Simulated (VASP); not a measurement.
Data:

```yaml
crystal:
  lattice:
    - [3.41692, 0.00000, 0.00000]
    - [-1.70846, 2.95914, 0.00000]
    - [0.00000, 0.00000, 3.33474]
  atoms:
    - { symbol: Ir, position: [0.00000, 0.00000, 0.00000] }
    - { symbol: As, position: [0.66667, 0.33333, 0.50000] }
```

Computed with PBE GGA, VASP's PBE PAW potentials (set 64) (plane waves; VASP). Numerical set-up: 300 eV cut-off, 6×6×5 Γ-centred mesh, Fermi-Dirac smearing of 0.10 eV, potentials Ir As.

At this cut-off the stress carries a Pulay error, which pulls relaxed volumes low. Unless said otherwise, spin-orbit coupling is left out, though it shifts the bands of the heavy elements here.

### Question
What does the run give for the energy per atom (σ→0), pressure, band gap (on the k-mesh) with the smallest direct gap where there is one?

### Answer

```
Item                                                        Result
------------------------  ----------------------------------------
band gap (on the k-mesh)  none (metal, semimetal or under 0.01 eV)
energy per atom (σ→0)                               -6.518 eV/atom
pressure                                                 -1.34 GPa
```

The absolute energy has meaning only against runs of the same code, potentials and settings.

The structure was generated: AsIr was put into an ordered model structure, which need not be its known phase. The cell was not relaxed at this level. The k-mesh is coarse (spacing up to 0.38 per Å, 2π included), so the numbers may not be converged in it.
